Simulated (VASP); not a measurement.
An input for Quantum ESPRESSO's pw.x (written as the equivalent of a VASP run, and not itself run):

```
&CONTROL
  calculation = 'scf'
  pseudo_dir = './pseudo'
  outdir = './out'
  tprnfor = .true.
  tstress = .true.
/
&SYSTEM
  ibrav = 0
  nat = 2
  ntyp = 1
  ecutwfc = 36
  occupations = 'smearing'
  smearing = 'fermi-dirac'
  degauss = 0.00147
  input_dft = 'pbe'
/
&ELECTRONS
  conv_thr = 7.3e-08
  electron_maxstep = 100
/
ATOMIC_SPECIES
  Si 28.085 Si.upf
CELL_PARAMETERS angstrom
     0.0000000    2.7256610    2.7256610
     2.7256610    0.0000000    2.7256610
     2.7256610    2.7256610    0.0000000
ATOMIC_POSITIONS crystal
  Si   0.2500000  0.2500000  0.2500000
  Si   0.0000000  0.0000000  0.0000000
K_POINTS automatic
  6 6 6 0 0 0
```

Problem. Write the VASP files for the same calculation (PBE).

Solution. One answer among several that fit: 
INCAR:
```
SYSTEM = Si
PREC = Accurate
ENCUT = 300
EDIFF = 1E-6
NELM = 100
ALGO = Normal
LREAL = .FALSE.
LASPH = .TRUE.
ISMEAR = -1
SIGMA = 0.02
GGA = PE
LWAVE = .FALSE.
LCHARG = .FALSE.
ISIF = 2
```

### KPOINTS
```
Automatic mesh
0
Gamma
6 6 6
0 0 0
```

File POSCAR:
```
Si
1
    0.0000000000     2.7256610000     2.7256610000
    2.7256610000     0.0000000000     2.7256610000
    2.7256610000     2.7256610000     0.0000000000
Si
2
Direct
  0.2500000000   0.2500000000   0.2500000000
  0.0000000000   0.0000000000   0.0000000000
```

POTCAR, in this order: Si (PBE.64 set). Program: vasp_std.

Limits of the translation: the potentials are each code's own (VASP's PAW set, PseudoDojo norm-conserving files in pw.x), so ENCUT and ecutwfc are chosen apart and not converted; conv_thr bounds pw.x's estimated SCF error, while EDIFF bounds the energy change between steps.

The structure comes from a computed database's Si entry; how it stands against other phases isn't given here. The cell was not relaxed at this level. The run is one of a series of settings (KPOINTS 6×6×6 Γ-centred mesh against the base run), some of them coarse on purpose.
